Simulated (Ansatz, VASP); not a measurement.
**Two plane-wave programs on Zr3MoC**

```xyz
5
Lattice="4.5108 0.0000 0.0000 0.0000 4.5108 0.0000 0.0000 0.0000 4.5108" Properties=species:S:1:pos:R:3 pbc="T T T"
Zr    2.2554    0.0000    2.2554
Zr    0.0000    2.2554    2.2554
Zr    2.2554    2.2554    0.0000
Mo    0.0000    0.0000    0.0000
C     2.2554    2.2554    2.2554
```

Change from the starting cell: species swapped into the Y3PbC type (Pm-3m, No. 221).

Alike in both runs: functional PBE; k mesh 4 × 4 × 4; occupations gaussian, width 0.1 eV; no spin polarisation.

Ansatz relaxed the structure, and its values are those at the end. VASP's run is a single point on that final structure, the one shown.

|  | VASP | Ansatz |
| --- | --- | --- |
| version | VASP 6.6.1 | Ansatz 0.2.0 |
| potentials or method | VASP PAW PBE potentials, release 64 (Zr_sv, Mo_sv, C) | scalar-relativistic, plane waves, PAW |
| plane-wave cutoff (eV) | 520 | 420 |
| valence electrons in the cell | 54 | 54 |

```csv
,VASP,Ansatz,Ansatz less VASP
gap on the k mesh at the Fermi level (eV),none,none,-
pressure (GPa),0.3,0.1,-0.13
```

A gap of «none» marks a metal or a gap that the smearing closes.
